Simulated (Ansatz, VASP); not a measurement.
## SnO (tetragonal SnO monolayer) in two plane-wave programs

Aim: how closely do two programs agree when they are given the same cell, functional and k mesh? Of the first pair: The structure shown is the start of the Ansatz relaxation below; VASP solves that cell, so the two are compared at the walk's first step.

Calculated with Ansatz 0.2.0; plane waves, with VASP 6.6.1 beside it; single point at RPBE with D3(BJ).

## 1. Set-up

The cell holds 4 atoms: 2 Sn and 2 O. Its edges and angles: a = 3.850 Å, b = 3.850 Å, c = 26.628 Å, α = 90.0°, β = 90.0°, γ = 90.0°. Vacuum lies along c. The height across the vacuum is the one that the program set for its solve, not the one typed.

## 2. Ansatz: relaxation, RPBE with D3(BJ)

Ansatz runs on its default PAW (the set named soft_2) files.

The two programs are compared at the cell with which this relaxation starts, whose forces are those of its first step.

Contents of input.yaml:

```yaml
crystal:
  lattice:
    - [3.85, 0.0, 0.0]
    - [0.0, 3.85, 0.0]
    - [0.0, 0.0, 19.4142135624]
  atoms:
    - { symbol: Sn, position: [0.5, 0.0, 0.4635778818] }
    - { symbol: O, position: [0.0, 0.0, 0.5] }
    - { symbol: O, position: [0.5, 0.5, 0.5] }
    - { symbol: Sn, position: [0.0, 0.5, 0.5364221182] }
  periodic: [true, true, false]
kpoints:
  mp_grid: { grid: [8, 8, 1] }
hamiltonian:
  xc: rpbe
  dispersion: d3bj
scf:
  occupations: { method: fermi_dirac, width: 0.05 }
  convergence: { dr2_threshold: 1.0e-09 }
relax:
  f_tol: 0.004
  max_steps: 90
  cell: {}
output:
  write_potential: true
  write_density: true
  volumetric_format: npy
```

Command:

```bash
ansatz run input.yaml --threads 2 --pin off --max-ram 3072MiB --backend cpu --events-out ev --progress --plain --runs-dir out
```

Numbers of over 12 decimals in the logs are rounded to 6 here.

The program printed:

```text
Warning: crystal.periodic: the lattice vector that does not repeat stood 0.000° off the slab's normal, 19.414 Å along it as the deck builds it. The run solves the slab on a vector along the normal, 26.628 Å long, with every atom where it was (on the deck's vector they left 18.00 Å outside them, and the widest stretch free of ions among them is 0.71 Å). A fractional position that the run reports is one of the run's ce [...]
Warning: relax.cell: scf.convergence.dr2_threshold = 1e-9 eV is looser than the 3.07020944412e-10 eV advised for a relaxation that steers and ends on the stress (1e-10 eV for each atom of the cell: 4, times the square of relax.cell.stress_2d_tol = 0.05 N/m over 11.4 Å (the atoms' height at the walk's start and 5 Å past either face), 4.381e-2 GPa, over a crystal's default 0.05). What an SCF threshold leaves in a stress goes as its square root, and in the free energy as the threshold itself, and one threshold admits the most on a small cell: [figures from the program's tests cut] Set scf.convergence.dr2_threshold to 3.07020944412e-10 eV or tighter. [rest of the remark cut]
crystal.periodic: the lattice vector that does not repeat stood 0.000° off the slab's normal, 19.414 Å along it as the deck builds it. The run solves the slab on a vector along the normal, 26.628 Å long, with every atom where it was (on the deck's vector they left 18.00 Å outside them, and the widest stretch free of ions among them is 0.71 Å). A fractional position that the run reports is one of the run's cell, which [...]
Engine: ansatz 0.2.0, aarch64-unknown-linux-gnu
Pseudopotentials: kind: paw
Pseudopotential: Sn, paw, valence charge 14, recommended cutoff 420 eV (normal), Sn.paw.azcp
Pseudopotential: O, paw, valence charge 6, recommended cutoff 420 eV (normal), O.paw.azcp
Functional definition: RPBE
  parameter kappa = 0.804
  parameter beta = 0.066725
  exchange = rpbe_x(kappa = kappa, mu = beta*pi^2/3)
  correlation = pbe_c(beta = beta)
Crystal: 4 atoms, lattice volume = 394.700 Å³
Basis set: ecut = 420 eV, 7777 PW (Γ), exchange–correlation on 54×54×360 points (8 copies of the dense FFT grid, shifted against one another)
Bands: 24, of which v1, the nominal top of the filled ones, is band 20 counted from 1 (19 counted from 0)
Symmetry: 16 space group operations
[...]
SCF iter   2: F=—  HF=-13206.991225 eV  |F-HF|=—  |Δ(HF+E_count)|=   9.47e-6  Δρ=1.45e-4  dr2=6.43e-5  ethr=2.34e-7  ⟨swp⟩=2.3  Hψ=515  notcnv=0
SCF iter   3: F=—  HF=-13206.991244 eV  |F-HF|=—  |Δ(HF+E_count)|=   1.84e-5  Δρ=4.13e-5  dr2=3.45e-6  ethr=1.61e-7  ⟨swp⟩=2.7  Hψ=520  notcnv=0
SCF iter   4: F=—  HF=-13206.991123 eV  |F-HF|=—  |Δ(HF+E_count)|=   1.21e-4  Δρ=4.95e-6  dr2=8.73e-8  ethr=8.62e-9  ⟨swp⟩=3.0  Hψ=657  notcnv=0
SCF iter   5: F=—  HF=-13206.991123 eV  |F-HF|=—  |Δ(HF+E_count)|=   7.24e-8  Δρ=1.73e-6  dr2=7.79e-9  ethr=2.18e-10  ⟨swp⟩=3.1  Hψ=752  notcnv=0
SCF iter   6: F=-13206.991123 eV  HF=-13206.991123 eV  |F-HF|=9.46e-11  |Δ(HF+E_count)|=   1.21e-8  Δρ=2.91e-7  dr2=3.23e-10  ethr=2.50e-12  ⟨swp⟩=12.3  Hψ=3032  notcnv=0
SCF 8 converged in 6 iterations: F = -13206.991123 eV  dr2 = 3.23e-10
relax step   8: F+E_penalty+E_count = -13206.99112348 eV  Δ(F+E_penalty+E_count) = -6.221e-4 eV  max|allowed force component| = 9.304e-4 eV/Å  Δτ_max = 0.0018 Å  P = -0.014 N/m  Ω = 368.279 Å³  energy of the carried Pulay correction = +4.830e-4 eV  fix = [c, alpha, beta]  reactions: c -0.000 N/m  (6 SCF iters, accepted)
iter 1 solved again at ethr=9.40e-7 eV; its pass at ethr=3.10e-3 eV (dr2=3.76e-4 eV) is discarded
SCF iter   1: F=—  HF=-13206.990952 eV  |F-HF|=—  |Δ(HF+E_count)|=         —  Δρ=5.26e-6  dr2=3.75e-8  ethr=9.40e-7  ⟨swp⟩=5.0  Hψ=3706  notcnv=0
eigensolver tolerance schedule: the retry pair's looser diagonalisation over-reported the residual by 10020.32 of it (diagonalisation noise at an unbounded share of the residual, at the tolerance the schedule requests for it); recorded, not acted on — ethr = c·dr2/N_el stays at c = 1.0e-1
preconditioner: auto → Resta (q_TF=auto, 1.885 Å⁻¹)  ε∞=1.5  [insulator: Δε(μ)=3.197 eV  Ē_g=17.933 eV  σ=0.050 eV  W_gap=1.00  n_scr=42 (ndim 8)  ℏωp=12.2 eV  f_vac=0.755  D(μ)=0.00/eV (n_scr^D=0)  ε∞_Penn≈1.5  vacuum switching on, ρ_ref=2.3e-2 e/Å³]
SCF iter   2: F=—  HF=-13206.990866 eV  |F-HF|=—  |Δ(HF+E_count)|=   8.65e-5  Δρ=4.71e-6  dr2=7.74e-8  ethr=9.38e-11  ⟨swp⟩=5.6  Hψ=1357  notcnv=0
SCF iter   3: F=—  HF=-13206.990866 eV  |F-HF|=—  |Δ(HF+E_count)|=   1.28e-8  Δρ=1.74e-6  dr2=4.35e-9  ethr=9.38e-11  ⟨swp⟩=2.3  Hψ=499  notcnv=0
SCF iter   4: F=—  HF=-13206.990866 eV  |F-HF|=—  |Δ(HF+E_count)|=   4.62e-9  Δρ=5.07e-7  dr2=1.06e-9  ethr=1.09e-11  ⟨swp⟩=3.0  Hψ=774  notcnv=0
SCF iter   5: F=-13206.990866 eV  HF=-13206.990866 eV  |F-HF|=5.02e-10  |Δ(HF+E_count)|=  2.76e-10  Δρ=3.73e-7  dr2=5.86e-10  ethr=2.50e-12  ⟨swp⟩=14.7  Hψ=3116  notcnv=0
SCF 9 converged in 5 iterations: F = -13206.990866 eV  dr2 = 5.86e-10
relax step   9: F+E_penalty+E_count = -13206.99086559 eV  Δ(F+E_penalty+E_count) = +2.579e-4 eV  max|allowed force component| = 9.061e-4 eV/Å  Δτ_max = 0.0000 Å  P = -0.017 N/m  Ω = 368.279 Å³  fix = [c, alpha, beta]  reactions: c -0.000 N/m  stress off target by 1.71e-2 N/m on what of the cell is left free  SCF on the basis re-selected at this cell (its energy is not comparable with the rows above)  (5 SCF iters)
basis re-selected at this cell: Δ(F+E_penalty+E_count) = +2.579e-4 eV, ΔP = -0.003 N/m vs the last step (what re-selecting the basis moved, of the pressure what is left beyond the Pulay correction that the steps carried, after the strain that the cell walked since its last selection, with what the two solves' SCF thresholds leave and, on support functions, any second-order correction that the steps lacked; it is no m [...]
WARN: The output density's exchange-correlation potential varies sharply where the density is thin. Do not read a vacuum level from v_tot or v_xc, or from such a field of the output density. On a cell that repeats whose density bears no net charge and no dipole along the vacuum's axis use v_es (v_loc + v_h of the components); under efield.dipole_correction with no amplitude use v_es + v_field, which holds any externa [...]
SCF converged after 5 iterations
Free energy (F): -13206.990866 eV
Harris-Foulkes:  -13206.990866 eV  (|F-HF|=5.02e-10)
Internal energy: -13206.990866 eV  (E = F + TS)
E sigma→0 (E₀):  -13206.990866 eV
Fermi energy:    -3.841739 eV
--- Per-component energies (eV) ---
  E_band       = -749.181011
  E_kinetic    = 726.921437
  E_local      = -59095.990606  (includes V_loc(G=0)·N_el)
  E_nonlocal   = 29.197744
  E_hartree    = 29375.843943
  E_xc         = -915.498732
  E_vxc        = -380.055553  (∫ρ·V_xc dr)
  E_paw        = -8608.078299  (= ΣΔE_a)
  E_vpaw       = -780.947360  (= ΣTr[D̂ρ^β])
  E_aug_tail   = 0.004832  (compensation charges beyond the density's cutoff)
  E_ewald      = 25283.756313
  E_disp       = -3.158251  (pairwise vdW)
  E_core_change = 0.010752  (= ΣΔE_core)
  E_smearing   = -0.000000  (= −TS)
  E_closure    = -0.000000  (closes the sum)
  Σ components = -13206.990866   (vs F -13206.990866, Δ=0.00e0)
--- Forces (eV/Å), atoms counted from 1 ---
  atom   1  Sn    -0.00000000     0.00000000     0.00090614
  atom   2  O      0.00000000     0.00000000     0.00000000
  atom   3  O      0.00000000     0.00000000    -0.00000000
  atom   4  Sn    -0.00000000     0.00000000    -0.00090614
  max |Σ_I F_I| component: 1.67e-16 eV/Å
--- 2D stress c σ (N/m, compression-positive) ---
       -0.017135      -0.000000       0.000000
       -0.000000      -0.017135      -0.000000
        0.000000      -0.000000      -0.000000
  P = ½ c Tr σ = -0.0171 N/m
--- Band table (eV; the first three rows and the last of 15) ---
  k-point 0: bands = [... 16 lower, -7.7337, -7.2187, -7.2187, -5.5711, -2.0288, -1.8631 (-1.8631°), -0.2219, -0.0254]
  k-point 1: bands = [... 16 lower, -7.9218, -7.3673, -7.2025, -5.5380, -1.6734 (-1.6734°), -1.5590 (-1.5590°), -0.2455, -0.0247]
  k-point 2: bands = [... 16 lower, -8.2607, -7.7746, -7.0570, -5.4862, -1.2553 (-1.2553°), -1.0949 (-1.0949°), -0.8463, 0.1056]
  k-point 14: bands = [... 16 lower, -6.5471, -6.5471, -5.9920, -5.9920, -2.1862, -2.1862, -0.0539, -0.0539]
  ° read free of the cell's end (the report's vacuum.weakly_bound_levels)
--- Relaxed structure (7 steps of the walk, 7 accepted, 2 SCFs on fresh bases) ---
  F+E_penalty+E_count = -13206.99086559 eV   max|allowed force component| = 9.061e-4 eV/Å   (the final SCF, on the basis selected at the relaxed cell)
  cell:  # Å, volume = 368.2790 Å³
    - [3.718911, 0, 0]
    - [0, 3.718911, 0]
    - [0, 0, 26.628427]
  atoms:
    - { symbol: Sn, position: [0.500000, 0, 0.320325] }
    - { symbol: O, position: [0, 0, 0.364539] }
    - { symbol: O, position: [0.500000, 0.500000, 0.364539] }
    - { symbol: Sn, position: [0, 0.500000, 0.408754] }
```

## 3. VASP: single point, RPBE with D3(BJ), start cell, pair 1

The same cell, functional, mesh and smearing now go to VASP, with its own data sets.

Lines of VASP's logs that name or quote its potential files are left out, and so is its time.

Contents of INCAR:

```
SYSTEM = SnO
PREC = Accurate
ENCUT = 520
EDIFF = 1E-06
NELM = 120
ISMEAR = -1
SIGMA = 0.05
LREAL = .FALSE.
ALGO = Normal
GGA = RP
IVDW = 12
NBANDS = 26
LORBIT = 11
LWAVE = .FALSE.
LCHARG = .FALSE.
ISIF = 2
LDIPOL = .TRUE.
IDIPOL = 3
DIPOL = 0.5 0.5 0.365
LVHAR = .TRUE.
LASPH = .TRUE.
GGA_COMPAT = .FALSE.
EFERMI = MIDGAP
NELMDL = -8
```

Contents of POSCAR:

```
SnO
1.0
    3.8500000000      0.0000000000      0.0000000000
    0.0000000000      3.8500000000      0.0000000000
    0.0000000000      0.0000000000     26.6284270000
Sn O
2 2
Direct
    0.5000000000      1.0000000000      0.3379846658
    1.0000000000      0.5000000000      0.3910938487
    1.0000000000      1.0000000000      0.3645392573
    0.5000000000      0.5000000000      0.3645392573
```

Contents of KPOINTS:

```
Automatic mesh
0
Gamma
8 8 1
0 0 0
```

Potentials, in the order of the species: Sn_d and O (PBE family, release 64).

Command:

```bash
mpirun -np 1 vasp_std
```

The program printed:

```text
[banner, memory and clock lines left out]
running    1 mpi-ranks, on    1 nodes
 distrk:  each k-point on    1 cores,    1 groups
 distr:  one band on    1 cores,    1 groups

 POSCAR found type information on POSCAR SnO
 POSCAR found :  2 types and       4 ions
|                                                                             |
|               ----> ADVICE to this user running VASP <----                  |
|                                                                             |
|     You enforced a specific xc type in the INCAR file but a different       |
|     [... a line on the potential file left out ...]
|     I HOPE YOU KNOW WHAT YOU ARE DOING!                                     |
|                                                                             |

 LDA part: xc-table for (Slater+PW92), standard interpolation
 POSCAR, INCAR and KPOINTS ok, starting setup
 FFT: planning ... GRIDC
 FFT: planning ... GRID_SOFT
 FFT: planning ... GRID
 WAVECAR not read
 entering main loop
       N       E                     dE             d eps       ncg     rms          rms(c)
DAV:   1     0.351192110227E+03    0.35119E+03   -0.18548E+04   972   0.128E+03
DAV:   2     0.411793072029E+02   -0.31001E+03   -0.30407E+03   968   0.308E+02
DAV:   3    -0.184176626604E+02   -0.59597E+02   -0.59033E+02  1040   0.153E+02
DAV:   4    -0.210334736081E+02   -0.26158E+01   -0.26098E+01   996   0.340E+01
DAV:   5    -0.210774703791E+02   -0.43997E-01   -0.43954E-01   998   0.468E+00
DAV:   6    -0.210792550970E+02   -0.17847E-02   -0.17843E-02  1092   0.952E-01
DAV:   7    -0.210793500967E+02   -0.95000E-04   -0.94997E-04  1168   0.188E-01
DAV:   8    -0.210793538039E+02   -0.37072E-05   -0.37073E-05   988   0.311E-02    0.131E+01
DAV:   9    -0.169793168289E+02    0.41000E+01   -0.19888E+01  1192   0.454E+01    0.511E+00
DAV:  10    -0.170824166606E+02   -0.10310E+00   -0.21625E+00   828   0.872E+00    0.306E+00
DAV:  11    -0.170760743230E+02    0.63423E-02   -0.50666E-01  1196   0.871E+00    0.119E+00
DAV:  12    -0.170644919339E+02    0.11582E-01   -0.15903E-01  1246   0.429E+00    0.312E-01
DAV:  13    -0.170665890270E+02   -0.20971E-02   -0.13291E-02   898   0.857E-01    0.142E-01
DAV:  14    -0.170677402218E+02   -0.11512E-02   -0.25027E-03  1058   0.377E-01    0.818E-02
DAV:  15    -0.170676971842E+02    0.43038E-04   -0.43747E-04  1134   0.344E-01    0.354E-02
DAV:  16    -0.170678874075E+02   -0.19022E-03   -0.24644E-04  1062   0.121E-01    0.101E-02
DAV:  17    -0.170679314332E+02   -0.44026E-04   -0.24490E-05  1040   0.459E-02    0.774E-03
DAV:  18    -0.170679851170E+02   -0.53684E-04   -0.40118E-06   800   0.129E-02    0.364E-03
DAV:  19    -0.170680318954E+02   -0.46778E-04   -0.94005E-06   880   0.342E-02    0.594E-03
DAV:  20    -0.170680462979E+02   -0.14402E-04   -0.34441E-06   896   0.226E-02    0.178E-03
DAV:  21    -0.170680561003E+02   -0.98024E-05   -0.16342E-06   656   0.636E-03    0.350E-03
DAV:  22    -0.170680581721E+02   -0.20718E-05   -0.73449E-07   722   0.144E-02    0.437E-04
DAV:  23    -0.170680590811E+02   -0.90904E-06   -0.17498E-07   634   0.269E-03
   1 F= -.20862017E+02 E0= -.20862014E+02  d E =-.485198E-05
```

Parts of OUTCAR (step 3):

```text
ion  position               nearest neighbor table
   1  0.500  0.000  0.338-   3 2.05   4 2.05   4 2.05   3 2.05   2 3.07   2 3.07   2 3.07   2 3.07

  LATTYP: Found a simple tetragonal cell.
 ALAT       =     3.8500000000
 C/A-ratio  =     6.9164745455

 Subroutine GETGRP returns: Found 16 space group operations
 (whereof  4 operations were pure point group operations)

The static configuration has the point symmetry C_2v.
 The point group associated with its full space group is D_4h.

 Found     15 irreducible k-points:

   k-points           NKPTS =     15   k-points in BZ     NKDIM =     15   number of bands    NBANDS=     26

   dimension x,y,z NGX =    30 NGY =   30 NGZ =  200
   dimension x,y,z NGXF=    60 NGYF=   60 NGZF=  400

   ENCUT  =  520.0 eV  38.22 Ry    6.18 a.u.   7.16  7.16 49.51*2*pi/ulx,y,z

   NELECT =      40.0000    total number of electrons

 k-points in reciprocal lattice and weights: Automatic mesh
   0.00000000  0.00000000  0.00000000       0.016
   0.12500000  0.00000000  0.00000000       0.062
   0.25000000  0.00000000  0.00000000       0.062
   0.37500000  0.00000000  0.00000000       0.062
   0.50000000  0.00000000  0.00000000       0.031
   0.12500000  0.12500000  0.00000000       0.062
   0.25000000  0.12500000  0.00000000       0.125
   0.37500000  0.12500000  0.00000000       0.125
   0.50000000  0.12500000  0.00000000       0.062
[...]
0.50000000  0.37500000  0.00000000       0.062
   0.50000000  0.50000000  0.00000000       0.016

 dipolmoment           0.000000      0.000000     -0.000004 electrons x Angstroem

 average (electrostatic) potential at core
       1-109.7354       2-109.7354       3 -79.9387       4 -79.9387

 E-fermi :  -2.1233

 k-point     1 :       0.0000    0.0000    0.0000
  band No.  band energies     occupation
    ...
     16      -8.1753      2.00000
     17      -8.1753      2.00000
     18      -7.0525      2.00000
     19      -6.3482      2.00000
     20      -3.5519      2.00000
     21      -1.6704      0.00023
     22      -0.7499      0.00000
     23       1.8878      0.00000
     24       1.9282      0.00000
     25       2.3455      0.00000
    ...

 k-point     2 :       0.1250    0.0000    0.0000
  band No.  band energies     occupation
    ...
     16      -8.8720      2.00000
     17      -8.2963      2.00000
     18      -7.1456      2.00000
     19      -5.7053      2.00000
     20      -3.2544      2.00000
     21      -1.4965      0.00001
     22      -0.5304      0.00000
     23       1.8946      0.00000
     24       2.0206      0.00000
     25       2.3774      0.00000
    ...

 k-point     3 :       0.2500    0.0000    0.0000
  band No.  band energies     occupation
    ...
     16      -9.8986      2.00000
     17      -8.6401      2.00000
     18      -7.4766      2.00000
     19      -4.7182      2.00000
     20      -2.8126      2.00000
     21      -0.7843      0.00000
     22      -0.0308      0.00000
     23       1.5255      0.00000
     24       2.3610      0.00000
     25       2.7416      0.00000
    ...

 Edisp (eV)   -3.79396

  Total      18.44430    18.44430    10.02737     0.00000     0.00000     0.00000
  in kB      74.86966    74.86966    40.70341     0.00000     0.00000     0.00000
  external pressure =       63.48 kB  Pullay stress =        0.00 kB

  energy-cutoff  :      520.00
  volume of cell :      394.70
      direct lattice vectors                 reciprocal lattice vectors
     3.850000000  0.000000000  0.000000000     0.259740260  0.000000000  0.000000000
     0.000000000  3.850000000  0.000000000     0.000000000  0.259740260  0.000000000
     0.000000000  0.000000000 26.628427000     0.000000000  0.000000000  0.037553852

 POSITION                                       TOTAL-FORCE (eV/Angst)
 -----------------------------------------------------------------------------------
      1.92500      0.00000      9.00000        -0.000000     -0.000000     -7.142896
      0.00000      1.92500     10.41421         0.000000      0.000000      7.142896
      0.00000      0.00000      9.70711        -0.000000      0.000000     -0.000000
      1.92500      1.92500      9.70711        -0.000000      0.000000     -0.000000
 -----------------------------------------------------------------------------------
    total drift:                                0.000000      0.000000     -0.000228

  FREE ENERGIE OF THE ION-ELECTRON SYSTEM (eV)
  ---------------------------------------------------
  free  energy   TOTEN  =       -20.8620168057 eV

  energy  without entropy=      -20.8620119537  energy(sigma->0) =      -20.86201438

 vacuum level on the upper side and lower side of the slab         2.171         2.171

 total charge
# of ion       s       p       d       tot
------------------------------------------
    1        1.314   0.983  10.217  12.514
    2        1.314   0.983  10.217  12.514
    3        1.598   3.584   0.000   5.182
    4        1.598   3.584   0.000   5.182
--------------------------------------------------
tot          5.824   9.134  20.433  35.392

[... 3 further parts left out ...]
```

## 4. Differences

Known differences besides the potentials themselves: Ansatz cuts the interaction across the vacuum, VASP repeats the sheet with a dipole correction; the cutoff is 420 eV in Ansatz and 520 eV in VASP; Ansatz makes its cores anew for this functional, VASP keeps those of its PBE data sets. Total energies have different zeros and are not compared.

Forces (eV/Å; atoms numbered as in POSCAR):

```tsv
atom	Ansatz x, y, z	VASP x, y, z
Sn1	0.000, 0.000, -7.046	0.000, 0.000, -7.143
Sn2	0.000, 0.000, 7.046	0.000, 0.000, 7.143
O3	0.000, 0.000, 0.000	0.000, 0.000, 0.000
O4	0.000, 0.000, 0.000	0.000, 0.000, 0.000
```

The forces differ by 40 meV/Å r.m.s., which is 1.4 % of the r.m.s. force of 2.916 eV/Å (both taken over all components). With vacuum in the cell, a pressure given here is an average over mostly empty space and none of the material.

(Continued in part 2 of 2.)

[Lines on the potential files, build, host, timing and source positions are cut from VASP's logs without a mark.]

[Logs are printed without paths, hosts, clocks, repeated set-up lines and the standing remarks that a program may print on its own settings, such as how far it seeks lower states.]

[Hosts, paths, dates, database ids (printed as entryN), source tags and the programs' standing remarks are cut or masked in the printed files.]
